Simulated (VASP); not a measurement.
Runs of VASP 6.6.1 on Na2Ta3. Symmetry: P-3m1, No. 164, trigonal system. The conventional cell has a = 3.911 Å, b = 3.911 Å, c = 5.956 Å, α = 90.00°, β = 90.00°, γ = 120.00°. Na (site symmetry 3m) is surrounded by 7 Ta at 2.36 to 2.67 Å. Ta (site symmetry 3m) has 4 Na at 2.36 to 2.44 Å as nearest neighbours. Ta (site symmetry -3m) has 6 Na at 2.67 Å as nearest neighbours. The cell was built by a generator and needn't be a form met in nature.

| task | level | potentials or basis | cell | cutoff (eV) | smearing | optimiser | gap on the mesh (eV) | pressure (GPa) | relaxed volume (Å³/atom) | largest force (eV/Å) |
| --- | --- | --- | --- | --- | --- | --- | --- | --- | --- | --- |
| density of states | PW91+D3(BJ) | VASP PAW PBE potentials, release 64 (Na_pv, Ta_pv) | as given | 520 | gaussian 0.01 eV | - | none | 36.0 | - | 3.50 |
| relaxation of cell and atoms | RPBE | VASP PAW PBE potentials, release 64 (Na_pv, Ta_pv) | relaxed | 600 | methfessel-paxton 0.1 eV | - | none | 0.0 | (a) | - |
| relaxation of cell and atoms | PBE | VASP PAW PBE potentials, release 64 (Na_pv, Ta_pv) | relaxed | 600 | methfessel-paxton 0.1 eV | - | none | 0.0 | 20.68 | - |
| single point | PBE | VASP PAW PBE potentials, release 64 (Na_pv, Ta_pv) | as given | 520 | fermi-dirac 0.05 eV | - | none | 39.6 | - | 3.52 |
| relaxation of cell and atoms | PBE+D2 | VASP PAW PBE potentials, release 54 (Na, Ta) | relaxed from: volume scaled by 1.15 | 580 | fermi-dirac 0.02 eV | BFGSLineSearch | none | 0.0 | 20.59 | - |

Alike in all rows: no spin polarisation; k mesh 8 × 8 × 5.

Question: Fill in the values left out.

Answer: (a) 21.33.

Caveats: a pressure of tens of GPa on the cell as given is suspect, and the run, the potentials or the cell itself is likely at fault (some runs); the PAW data sets were made with another functional, which shifts forces and pressure a little (some runs); pairwise dispersion overbinds metals, which lowers pressure and volume (some runs); the volume moved by over 15 % at a fixed basis, so the end points are rough (some runs); forces of over 1 eV/Å show positions far from the minimum, so gaps and moduli don't describe the material at rest (some runs); atom-pairwise D2, TS and ULG terms overbind metals (some runs).

A k mesh can miss the band edges, and the runs leave out spin-orbit coupling on Ta.

A gap of «none» marks a metal or a gap under the smearing width.

The runs don't all hold the same shells in valence.
